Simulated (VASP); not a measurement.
Input:

```yaml
crystal:
  lattice:
    - [0.00000, 2.47487, 2.47487]
    - [2.47487, 0.00000, 2.47487]
    - [2.47487, 2.47487, 0.00000]
  atoms:
    - { symbol: Bi, position: [0.00000, 0.00000, 0.00000] }
```

Calculation: PBEsol GGA, VASP's PBE PAW potentials (set 64) (plane waves; VASP). Settings: 400 eV cut-off, Gaussian smearing of 0.050 eV, potentials Bi_d.

Problem. Give the energies of bands 7 to 10 at the high-symmetry points, in eV from the Fermi level.

Solution. 
```
band     Γ      X      U      L      W
----  ----  -----  -----  -----  -----
7     5.08  -4.67  -3.76  -5.51  -2.91
8     5.08   0.31  -2.73   3.43  -2.91
9     5.08   0.31   1.14   3.43  -1.25
10    9.01   4.00   5.11   7.48   9.12
```

It has no gap at this level: it comes out as a metal or semimetal.

The structure was generated: Bi was put into the fcc type (Fm-3m), which need not be its known phase. It was relaxed first.
